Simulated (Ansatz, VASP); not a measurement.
One calculation of B2O, two programs

```xyz
6
Lattice="2.8790 0.0000 0.0000 -1.4395 2.4933 0.0000 0.0000 0.0000 7.0520" Properties=species:S:1:pos:R:3 pbc="T T T"
B     0.0000    0.0000    2.6798
B     0.0000    0.0000    4.3722
B     1.4395    0.8311    0.1622
B     0.0000    1.6622    6.8898
O     1.4395    0.8311    2.1579
O     0.0000    1.6622    4.8941
```

Alike in both runs: task single point; functional PBE; k mesh 15 × 15 × 6; occupations gaussian, width 0.1 eV; no spin polarisation.

|  | VASP | Ansatz |
| --- | --- | --- |
| version | VASP 6.6.1 | Ansatz 0.2.0 |
| potentials or method | VASP PAW PBE potentials, release 64 (B, O) | scalar-relativistic, plane waves, PAW (harder set) |
| plane-wave cutoff (eV) | 520 | 930 |
| valence electrons in the cell | 24 | 24 |

```csv
,VASP,Ansatz,Ansatz less VASP
gap on the k mesh at the Fermi level (eV),none,none,-
pressure (GPa),-19.1,-19.1,-0.01
largest component of the traceless stress (GPa),18.64,18.83,+0.198
rms of the force components (eV/Å),0.065,0.067,+0.0019
```

Atom by atom the forces differ by 0.008 eV/Å (rms over components). A gap of «none» marks a metal or a gap that the smearing closes. With one functional, cell and mesh, what is left measures potentials, basis and numerics.

Caveats: so large a pressure means that the cell lies far from this level's equilibrium, or that cutoff or potentials fall short (VASP).
